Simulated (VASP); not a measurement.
VASP runs on ErSb (a trial cell in the zincblende structure, space group F-43m) share one base input (PBE GGA, plane waves, VASP's PBE PAW potentials (set 64)) and change the settings named in each case.

File KPOINTS:
```
K-points
0
Gamma
8 8 8
```

POSCAR:
```
ErSb
1
    0.0000000000     3.4528570000     3.4528570000
    3.4528570000     0.0000000000     3.4528570000
    3.4528570000     3.4528570000     0.0000000000
Sb Er
1 1
Direct
  0.2500000000   0.2500000000   0.2500000000
  0.0000000000   0.0000000000   0.0000000000
```

**INCAR**
```
SYSTEM = ErSb
PREC = Accurate
ENCUT = 400
EDIFF = 1E-6
NELM = 100
ALGO = Normal
LREAL = .FALSE.
LASPH = .TRUE.
ISMEAR = 1
SIGMA = 0.1
GGA = PE
LMAXMIX = 6
LWAVE = .FALSE.
LCHARG = .FALSE.
ISIF = 2
```

POTCAR, in this order: Sb Er_3 (PBE.64 set). Program: vasp_std.

```
change          irreducible k-points
--------------  --------------------
base run                          29
ISYM = 0                         260
ISYM = 1                          29
SYMPREC = 1E-3                    29
```
 The 4f electrons are frozen in the core of the lanthanide potential, so 4f levels, which can set the real gap, and their magnetism are missing. Unless said otherwise, spin-orbit coupling is left out, though it shifts the bands of the heavy elements here.

Left out are runs that ran out of time, are held back, or changed the cell or the kind of run, fixed moments of cells without a moment, rows past the twelfth, gaps on odd meshes, pressures of charged cells and columns that move by less than the noise.

The structure was generated: ErSb was put into the zincblende type (F-43m), which need not be its known phase. The cell was not relaxed at this level.
